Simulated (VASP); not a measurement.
Computed with PBE GGA, VASP's PBE PAW potentials (set 64) (plane waves; VASP).

VASP input:

### POSCAR
```
C36Si35
1
    4.6409808259    -8.0384148409     0.0000000000
    4.6409808259     8.0384148409     0.0000000000
    0.0000000000     0.0000000000    10.1276834094
Si C
35 36
Direct
  0.0000000000   0.0000000000   0.0000000000
  0.9986750000   0.9935190000   0.5028560000
  0.2200850000   0.1094860000   0.7476040000
  0.1122240000   0.2220930000   0.2523140000
  0.0000000000   0.3333330000   0.0000000000
  0.0001120000   0.3317480000   0.4965490000
  0.2230820000   0.4445960000   0.7455800000
  0.1111110000   0.5555560000   0.2501800000
  0.0000000000   0.6666670000   0.0000000000
  0.0000000000   0.6666670000   0.5000000000
  0.2222220000   0.7777780000   0.7501800000
  0.1111110000   0.8888890000   0.2501800000
  0.3333330000   0.0000000000   0.0000000000
  0.3302200000   0.9970740000   0.5002590000
  0.5555560000   0.1111110000   0.7501800000
  0.4475130000   0.2288710000   0.2499970000
  0.3333330000   0.3333330000   0.0000000000
  0.5599170000   0.4495750000   0.7540550000
  0.4407220000   0.5552200000   0.2473410000
  0.3333330000   0.6666670000   0.0000000000
  0.3382410000   0.6709830000   0.4989270000
  0.5555560000   0.7777780000   0.7501800000
  0.4444440000   0.8888890000   0.2501800000
  0.6666670000   0.0000000000   0.0000000000
  0.6666670000   0.0000000000   0.5000000000
  0.8888890000   0.1111110000   0.7501800000
  0.7777780000   0.2222220000   0.2501800000
  0.6666670000   0.3333330000   0.0000000000
  0.6704650000   0.3402420000   0.4953440000
  0.8888890000   0.4444440000   0.7501800000
  0.7777780000   0.5555560000   0.2501800000
  0.6666670000   0.6666670000   0.0000000000
  0.6722270000   0.6716700000   0.5003710000
  0.8888890000   0.7777780000   0.7501800000
  0.7777780000   0.8888890000   0.2501800000
  0.0000000000   0.0000000000   0.8121600000
  0.0000000000   0.0000000000   0.3121600000
  0.2158890000   0.1078640000   0.5628170000
  0.1111110000   0.2222220000   0.0632900000
  0.0000000000   0.3333330000   0.8121600000
  0.0000000000   0.3333330000   0.3121600000
  0.2258780000   0.4457540000   0.5672040000
  0.1111110000   0.5555560000   0.0632900000
  0.0000000000   0.6666670000   0.8121600000
  0.0000000000   0.6666670000   0.3121600000
  0.2222220000   0.7777780000   0.5632900000
  0.1111110000   0.8888890000   0.0632900000
  0.3333330000   0.0000000000   0.8121600000
  0.3333330000   0.0000000000   0.3121600000
  0.5555560000   0.1111110000   0.5632900000
  0.4444440000   0.2222220000   0.0632900000
  0.3324580000   0.3296280000   0.8096660000
  0.3273980000   0.3287610000   0.3157480000
  0.5506570000   0.4441300000   0.5625610000
  0.4444440000   0.5555560000   0.0632900000
  0.3333330000   0.6666670000   0.8121600000
  0.3333330000   0.6666670000   0.3121600000
  0.5555560000   0.7777780000   0.5632900000
  0.4444440000   0.8888890000   0.0632900000
  0.6666670000   0.0000000000   0.8121600000
  0.6666670000   0.0000000000   0.3121600000
  0.8888890000   0.1111110000   0.5632900000
  0.7777780000   0.2222220000   0.0632900000
  0.6666670000   0.3333330000   0.8121600000
  0.6666670000   0.3333330000   0.3121600000
  0.8888890000   0.4444440000   0.5632900000
  0.7777780000   0.5555560000   0.0632900000
  0.6666670000   0.6666670000   0.8121600000
  0.6666670000   0.6666670000   0.3121600000
  0.8888890000   0.7777780000   0.5632900000
  0.7777780000   0.8888890000   0.0632900000
```

INCAR:
```
EDIFF = 1E-5   ! SCF stop (eV)
ISMEAR = 0   ! Gaussian
PREC = Normal
GGA = PE   ! PBE
ISPIN = 2   ! spin-polarised
ISYM = 0
IBRION = 2   ! conjugate gradients
LCHARG = .False.
ALGO = Fast   ! Davidson, then RMM-DIIS
SIGMA = 0.05   ! width (eV)
LREAL = Auto
NELMIN = 4
NELECT = 285.0
LASPH = .True.
NELM = 100
NSW = 60   ! most ionic steps
ISIF = 2   ! forces and stress, cell fixed
LWAVE = .True.
EDIFFG = -0.03   ! ionic stop
SYSTEM = C36Si35
NUPDOWN = 3
LORBIT = 10
MAGMOM = 71*0.0423
ENCUT = 400
```

File KPOINTS:
```
Automatic mesh
0
Gamma
1 1 1
0 0 0
```

POTCAR, in this order: Si C (PBE.64 set). Program: vasp_gam.

What VASP printed:

### OSZICAR
```
...
RMM:   8    -0.513196774132E+03   -0.24228E-05   -0.77085E-05   668   0.194E-02
   4 F= -.51319677E+03 E0= -.51319677E+03  d E =-.268134E+00  mag=     3.0000
       N       E                     dE             d eps       ncg     rms          rms(c)
DAV:   1    -0.513203910612E+03   -0.71389E-02   -0.20288E+00   832   0.325E+00    0.392E-01
RMM:   2    -0.513205294526E+03   -0.13839E-02   -0.30046E-02   720   0.405E-01    0.177E-01
RMM:   3    -0.513205275669E+03    0.18856E-04   -0.57369E-03   722   0.168E-01    0.113E-01
RMM:   4    -0.513205461101E+03   -0.18543E-03   -0.18605E-03   743   0.821E-02    0.650E-02
RMM:   5    -0.513205478706E+03   -0.17605E-04   -0.30069E-04   759   0.354E-02    0.383E-02
RMM:   6    -0.513205483375E+03   -0.46688E-05   -0.67931E-05   653   0.178E-02
   5 F= -.51320548E+03 E0= -.51320548E+03  d E =-.276843E+00  mag=     3.0000
       N       E                     dE             d eps       ncg     rms          rms(c)
DAV:   1    -0.513297787345E+03   -0.92309E-01   -0.32150E+01   752   0.124E+01    0.149E+00
RMM:   2    -0.513329973672E+03   -0.32186E-01   -0.49041E-01   720   0.163E+00    0.714E-01
RMM:   3    -0.513331817986E+03   -0.18443E-02   -0.77609E-02   723   0.647E-01    0.431E-01
RMM:   4    -0.513333802415E+03   -0.19844E-02   -0.26244E-02   737   0.312E-01    0.207E-01
RMM:   5    -0.513334252181E+03   -0.44977E-03   -0.46953E-03   783   0.133E-01    0.122E-01
RMM:   6    -0.513334296406E+03   -0.44225E-04   -0.70341E-04   747   0.583E-02    0.580E-02
RMM:   7    -0.513334326708E+03   -0.30302E-04   -0.24352E-04   725   0.317E-02    0.155E-02
RMM:   8    -0.513334330226E+03   -0.35178E-05   -0.48705E-05   569   0.155E-02
   6 F= -.51333433E+03 E0= -.51333433E+03  d E =-.128847E+00  mag=     3.0000
       N       E                     dE             d eps       ncg     rms          rms(c)
DAV:   1    -0.513334764692E+03   -0.43798E-03   -0.18393E-01   856   0.934E-01    0.117E-01
RMM:   2    -0.513334959138E+03   -0.19445E-03   -0.28824E-03   720   0.124E-01    0.548E-02
RMM:   3    -0.513334981110E+03   -0.21972E-04   -0.48695E-04   725   0.501E-02    0.353E-02
RMM:   4    -0.513334992113E+03   -0.11002E-04   -0.13941E-04   708   0.232E-02    0.203E-02
RMM:   5    -0.513334994012E+03   -0.18993E-05   -0.27311E-05   474   0.103E-02
   7 F= -.51333499E+03 E0= -.51333499E+03  d E =-.129511E+00  mag=     3.0000
       N       E                     dE             d eps       ncg     rms          rms(c)
DAV:   1    -0.513363170461E+03   -0.28178E-01   -0.86088E+00   760   0.674E+00    0.788E-01
RMM:   2    -0.513369702086E+03   -0.65316E-02   -0.13851E-01   720   0.876E-01    0.368E-01
RMM:   3    -0.513369805951E+03   -0.10387E-03   -0.23807E-02   720   0.360E-01    0.226E-01
RMM:   4    -0.513370521554E+03   -0.71560E-03   -0.70985E-03   736   0.171E-01    0.124E-01
RMM:   5    -0.513370629237E+03   -0.10768E-03   -0.13913E-03   770   0.755E-02    0.697E-02
RMM:   6    -0.513370651647E+03   -0.22410E-04   -0.29115E-04   741   0.369E-02    0.297E-02
RMM:   7    -0.513370660166E+03   -0.85194E-05   -0.71309E-05   627   0.176E-02
   8 F= -.51337066E+03 E0= -.51337066E+03  d E =-.356662E-01  mag=     3.0000
       N       E                     dE             d eps       ncg     rms          rms(c)
DAV:   1    -0.513370695514E+03   -0.43867E-04   -0.93621E-03   888   0.223E-01    0.271E-02
RMM:   2    -0.513370700190E+03   -0.46757E-05   -0.14601E-04   718   0.283E-02    0.121E-02
RMM:   3    -0.513370699291E+03    0.89927E-06   -0.25507E-05   466   0.117E-02    0.736E-03
RMM:   4    -0.513370699678E+03   -0.38714E-06   -0.59189E-06   434   0.513E-03
   9 F= -.51337070E+03 E0= -.51337070E+03  d E =-.357057E-01  mag=     3.0000
       N       E                     dE             d eps       ncg     rms          rms(c)
DAV:   1    -0.513378915050E+03   -0.82158E-02   -0.18958E+00   768   0.334E+00    0.372E-01
RMM:   2    -0.513380270266E+03   -0.13552E-02   -0.34011E-02   720   0.437E-01    0.172E-01
RMM:   3    -0.513380129247E+03    0.14102E-03   -0.63738E-03   724   0.177E-01    0.972E-02
RMM:   4    -0.513380181032E+03   -0.51785E-04   -0.16185E-03   742   0.851E-02    0.577E-02
RMM:   5    -0.513380238007E+03   -0.56976E-04   -0.32103E-04   748   0.378E-02    0.278E-02
RMM:   6    -0.513380244202E+03   -0.61947E-05   -0.73178E-05   631   0.178E-02
  10 F= -.51338024E+03 E0= -.51338024E+03  d E =-.954452E-02  mag=     3.0000
       N       E                     dE             d eps       ncg     rms          rms(c)
DAV:   1    -0.513380245607E+03   -0.75994E-05   -0.27788E-05   672   0.133E-02    0.519E-03
RMM:   2    -0.513380245976E+03   -0.36908E-06   -0.36114E-06   417   0.483E-03    0.311E-03
RMM:   3    -0.513380246042E+03   -0.66386E-07   -0.52023E-07   266   0.215E-03    0.177E-03
RMM:   4    -0.513380246080E+03   -0.38104E-07   -0.95022E-08   156   0.156E-03
  11 F= -.51338025E+03 E0= -.51338025E+03  d E =-.954640E-02  mag=     3.0000
       N       E                     dE             d eps       ncg     rms          rms(c)
DAV:   1    -0.513382651349E+03   -0.24053E-02   -0.52708E-01   744   0.178E+00    0.194E-01
RMM:   2    -0.513383007696E+03   -0.35635E-03   -0.91973E-03   720   0.227E-01    0.905E-02
RMM:   3    -0.513382975720E+03    0.31976E-04   -0.18076E-03   725   0.938E-02    0.510E-02
RMM:   4    -0.513382996558E+03   -0.20838E-04   -0.48834E-04   751   0.457E-02    0.303E-02
RMM:   5    -0.513383012311E+03   -0.15753E-04   -0.87533E-05   658   0.198E-02    0.153E-02
RMM:   6    -0.513383013990E+03   -0.16789E-05   -0.19152E-05   449   0.922E-03
  12 F= -.51338301E+03 E0= -.51338301E+03  d E =-.276791E-02  mag=     3.0000
       N       E                     dE             d eps       ncg     rms          rms(c)
DAV:   1    -0.513383017449E+03   -0.51379E-05   -0.55997E-04   832   0.578E-02    0.678E-03
RMM:   2    -0.513383018228E+03   -0.77967E-06   -0.13520E-05   407   0.856E-03    0.348E-03
RMM:   3    -0.513383018335E+03   -0.10623E-06   -0.26091E-06   395   0.350E-03    0.205E-03
RMM:   4    -0.513383018365E+03   -0.30297E-07   -0.48373E-07   201   0.176E-03
  13 F= -.51338302E+03 E0= -.51338302E+03  d E =-.277228E-02  mag=     3.0000
       N       E                     dE             d eps       ncg     rms          rms(c)
DAV:   1    -0.513384153289E+03   -0.11350E-02   -0.22310E-01   736   0.113E+00    0.125E-01
RMM:   2    -0.513384320751E+03   -0.16746E-03   -0.36495E-03   720   0.141E-01    0.597E-02
RMM:   3    -0.513384336140E+03   -0.15389E-04   -0.75357E-04   728   0.602E-02    0.364E-02
RMM:   4    -0.513384355845E+03   -0.19705E-04   -0.20426E-04   746   0.292E-02    0.216E-02
RMM:   5    -0.513384361218E+03   -0.53731E-05   -0.40184E-05   500   0.124E-02
  14 F= -.51338436E+03 E0= -.51338436E+03  d E =-.134285E-02  mag=     3.0000
       N       E                     dE             d eps       ncg     rms          rms(c)
DAV:   1    -0.513384378215E+03   -0.22370E-04   -0.37761E-03   856   0.147E-01    0.178E-02
RMM:   2    -0.513384382285E+03   -0.40700E-05   -0.68750E-05   648   0.195E-02    0.940E-03
RMM:   3    -0.513384383109E+03   -0.82373E-06   -0.15153E-05   437   0.851E-03    0.610E-03
RMM:   4    -0.513384383617E+03   -0.50792E-06   -0.38005E-06   416   0.414E-03
  15 F= -.51338438E+03 E0= -.51338438E+03  d E =-.136525E-02  mag=     3.0000
       N       E                     dE             d eps       ncg     rms          rms(c)
DAV:   1    -0.513384798564E+03   -0.41546E-03   -0.13722E-01   744   0.879E-01    0.995E-02
RMM:   2    -0.513384922638E+03   -0.12407E-03   -0.23601E-03   720   0.115E-01    0.475E-02
RMM:   3    -0.513384930400E+03   -0.77629E-05   -0.46181E-04   726   0.478E-02    0.289E-02
RMM:   4    -0.513384940742E+03   -0.10342E-04   -0.12707E-04   721   0.230E-02    0.169E-02
RMM:   5    -0.513384943595E+03   -0.28524E-05   -0.21888E-05   455   0.963E-03
  16 F= -.51338494E+03 E0= -.51338494E+03  d E =-.559978E-03  mag=     3.0000
```

### OUTCAR
```
------------------------ aborting loop because EDIFF is reached ----------------------------------------
  FORCE on cell =-STRESS in cart. coord.  units (eV):
  Direction    XX          YY          ZZ          XY          YZ          ZX
  --------------------------------------------------------------------------------------
  Total       18.1790856     18.2749724      0.8027965      0.0241544     -0.0186128     -0.0152162
  in kB       38.5444910     38.7477966      1.7021419      0.0512137     -0.0394640     -0.0322624
  external PRESSURE =      26.3314765 kB  Pullay stress =       0.0000000 kB
  volume of cell :      755.65
      direct lattice vectors                 reciprocal lattice vectors
     4.640980826 -8.038414841  0.000000000     0.107735847 -0.062201318  0.000000000
     4.640980826  8.038414841  0.000000000     0.107735847  0.062201318  0.000000000
     0.000000000  0.000000000 10.127683409     0.000000000  0.000000000  0.098739263
  FREE ENERGIE OF THE ION-ELECTRON SYSTEM (eV)
  ---------------------------------------------------
  free  energy   TOTEN  =      -513.3849435948 eV

  energy  without entropy=     -513.3849435948  energy(sigma->0) =     -513.38494359

 total charge

# of ion       s       p       d       tot
------------------------------------------
    1        0.696   0.977   0.000   1.674
    2        0.700   0.986   0.000   1.686
    3        0.698   0.980   0.000   1.678
    4        0.697   0.983   0.000   1.680
    5        0.696   0.977   0.000   1.673
    6        0.700   0.986   0.000   1.686
    7        0.698   0.980   0.000   1.678
    8        0.698   0.967   0.000   1.665
    9        0.695   0.971   0.000   1.666
   10        0.696   0.966   0.000   1.663
   11        0.699   0.965   0.000   1.664
   12        0.698   0.968   0.000   1.665
   13        0.696   0.977   0.000   1.674
   14        0.700   0.986   0.000   1.687
   15        0.698   0.968   0.000   1.666
   16        0.697   0.983   0.000   1.680
   17        0.693   0.961   0.000   1.654
   18        0.698   0.980   0.000   1.678
   19        0.697   0.983   0.000   1.680
   20        0.696   0.977   0.000   1.673
   21        0.700   0.986   0.000   1.686
   22        0.698   0.968   0.000   1.666
   23        0.698   0.972   0.000   1.671
   24        0.697   0.972   0.000   1.669
   25        0.698   0.973   0.000   1.671
   26        0.698   0.968   0.000   1.666
   27        0.698   0.972   0.000   1.670
   28        0.696   0.977   0.000   1.673
   29        0.700   0.986   0.000   1.686
   30        0.699   0.965   0.000   1.664
   31        0.698   0.968   0.000   1.665
   32        0.696   0.977   0.000   1.674
   33        0.700   0.986   0.000   1.686
   34        0.699   0.965   0.000   1.664
   35        0.698   0.972   0.000   1.671
   36        0.826   1.729   0.000   2.555
   37        0.826   1.730   0.000   2.555
   38        0.858   1.644   0.000   2.502
   39        0.829   1.725   0.000   2.554
   40        0.826   1.728   0.000   2.555
   41        0.826   1.730   0.000   2.555
   42        0.858   1.643   0.000   2.502
   43        0.825   1.722   0.000   2.547
   44        0.824   1.725   0.000   2.548
   45        0.825   1.725   0.000   2.550
   46        0.836   1.701   0.000   2.537
   47        0.826   1.722   0.000   2.547
   48        0.826   1.728   0.000   2.555
   49        0.826   1.730   0.000   2.555
   50        0.829   1.725   0.000   2.554
   51        0.829   1.725   0.000   2.554
   52        0.827   1.713   0.000   2.540
   53        0.852   1.659   0.000   2.511
   54        0.858   1.643   0.000   2.501
   55        0.829   1.725   0.000   2.554
   56        0.826   1.728   0.000   2.555
   57        0.826   1.730   0.000   2.555
   58        0.829   1.726   0.000   2.554
   59        0.826   1.730   0.000   2.556
   60        0.824   1.727   0.000   2.551
   61        0.825   1.729   0.000   2.554
   62        0.829   1.726   0.000   2.554
   63        0.826   1.730   0.000   2.556
   64        0.826   1.728   0.000   2.555
   65        0.826   1.730   0.000   2.555
   66        0.836   1.701   0.000   2.537
   67        0.825   1.722   0.000   2.547
   68        0.826   1.729   0.000   2.555
   69        0.825   1.730   0.000   2.555
   70        0.836   1.701   0.000   2.537
   71        0.826   1.731   0.000   2.557
--------------------------------------------------
tot         54.320  95.897   0.000 150.217

 magnetization (x)

# of ion       s       p       d       tot
------------------------------------------
    1        0.000   0.001   0.000   0.002
    2       -0.002  -0.002   0.000  -0.004
    3       -0.002  -0.004   0.000  -0.006
    4       -0.002  -0.005   0.000  -0.007
    5        0.000   0.001   0.000   0.002
    6       -0.002  -0.002   0.000  -0.004
    7       -0.002  -0.004   0.000  -0.006
    8       -0.000  -0.000   0.000  -0.000
    9       -0.000   0.001   0.000   0.000
   10       -0.000  -0.001   0.000  -0.002
...
```
(Selected blocks of OUTCAR.)

**CONTCAR**
```
C36Si35
   1.00000000000000
     4.6409808258999998   -8.0384148408999998    0.0000000000000000
     4.6409808258999998    8.0384148408999998    0.0000000000000000
     0.0000000000000000    0.0000000000000000   10.1276834093999994
  Si              C
    35    36
Direct
     0.9992624039370633    0.9998878764787813    0.0004526552628342
     0.0011602315682716    0.0021658805657233    0.4999823339662231
     0.2217468224153825    0.1102219006319152    0.7503128450331104
     0.1106718409584904    0.2220648438003220    0.2505192356685698
     0.9993562566017176    0.3328223951475856    0.0004401045344705
     0.0012969415946463    0.3325022545185540    0.4999333387202042
     0.2219001446330290    0.4448876689830041    0.7502288894668486
     0.1111860833560743    0.5554969094793956    0.2512590602217908
     0.0000193074443287    0.6667328589130525    0.9999343704730115
     0.0000035551548788    0.6667144866653253    0.5011935033867578
     0.2226882186291480    0.7780468660166220    0.7498561958932938
     0.1111747788492532    0.8892261562402622    0.2512583995686897
     0.3338581014287076    0.9999137271454857    0.0004567469804112
     0.3342174187176414    0.0022296058601187    0.4999644158134250
     0.5553126495797013    0.1114796204748669    0.7510716834035919
     0.4445621920386328    0.2221415493423377    0.2505465098068509
     0.3332475717785926    0.3333112909766007    0.0008654965136634
     0.5563751266552368    0.4449221275976454    0.7502873059403464
     0.4445228646762480    0.5559457485768630    0.2504901380496094
     0.3339456383507807    0.6674231391270501    0.0004338526492646
     0.3342451366438415    0.6654695888794797    0.4999381819003246
     0.5553427740032305    0.7773040617124450    0.7510369571178099
     0.4445310326257894    0.8890609137643953    0.2510128920476800
     0.6666715128074081    0.0000884330051519    0.0002492437957784
     0.6666654958108283    0.0000920125512688    0.5009757197244628
     0.8894438945116114    0.1114028590946225    0.7510517993900865
     0.7776790005476018    0.2222455390067433    0.2510061198872041
     0.6667807639422263    0.3328722244306905    0.0004428581265647
     0.6645310015797647    0.3325598340577667    0.4999596062252635
     0.8887343857644725    0.4440352184603698    0.7498682063020751
     0.7774695327286476    0.5555477566567293    0.2512416058797121
     0.6667864526945227    0.6674689587711181    0.0004457186427092
     0.6645028971832511    0.6655418240088488    0.4999560469893440
     0.8886470976359013    0.7780303671637488    0.7498873259026961
     0.7776379450535138    0.8890275341875445    0.2509836567179564
     0.9993548537647812    0.9997915419197236    0.8139248691921801
     0.9995248241212837    0.0000828263744512    0.3123662930134678
     0.2099454040706965    0.0866534901287912    0.5688774432960607
     0.1092778636017860    0.2213113106184690    0.0603660617177893
     0.9994632496315076    0.3329857568546019    0.8138709349711590
     0.9995836941314531    0.3329571547821175    0.3123836177741740
     0.2101322292064284    0.4567088430685169    0.5687581754546756
     0.1110963571987218    0.5556719365453936    0.0616515199592845
     0.0000384196871828    0.6666928509814508    0.8121172177146827
     0.9999383974499587    0.6667476035719184    0.3131983214477331
     0.2234433994426619    0.7784653259163459    0.5608701214995522
     0.1110285139482868    0.8888363245321426    0.0617039901622737
     0.3337608033368721    0.9998210368626053    0.8139005202631823
     0.3337316585391998    0.0001684442141199    0.3124066585398435
     0.5556686614671187    0.1110989024341510    0.5617504041113426
     0.4452977944314813    0.2213699006508701    0.0603988122845043
     0.3333193775011847    0.3333216543563938    0.8120828681584800
     0.3332973582143152    0.3334041026888119    0.2892624856947466
     0.5798861409131668    0.4566836194591912    0.5688204755340472
     0.4453232450599820    0.5573574667093446    0.0603530883869280
     0.3337495681372107    0.6673090056652300    0.8138507142323868
     0.3337549524938582    0.6671741439814549    0.3123457543526575
     0.5556999295804417    0.7781698951715993    0.5617492812095604
     0.4449032420083533    0.8892143731060361    0.0623256280977790
     0.6666895367535803    0.0001129434356360    0.8127045101521255
     0.6666106041183351    0.0001365675957674    0.3132548171700998
     0.8886436474186373    0.1110832001995315    0.5617517868738765
     0.7775589832393056    0.2218574480288687    0.0622932097190711
     0.6669334037497101    0.3330473416405958    0.8139007146245096
     0.6665563218774833    0.3330371157325492    0.3124030540236362
     0.8882953752214545    0.4432697100409523    0.5608626361251193
     0.7778735986632900    0.5557370432136167    0.0616822391801456
     0.6668737086634314    0.6673146446552020    0.8139107570173808
     0.6665557086487964    0.6671648400485604    0.3123691949166483
     0.8882832244344282    0.7783701357296017    0.5608859081880592
     0.7774938773731518    0.8892044667929371    0.0623658949382229
```

At this cut-off the stress carries a Pulay error, which pulls relaxed volumes low. The cell is charged, with a uniform compensating background. The supercell is sampled at Γ alone, which is coarse: total energies, pressure and levels can be off, energies of defects by several tenths of an eV.

The cell is a supercell with a defect, built from SiC (4h): vac_Si, charge -1.
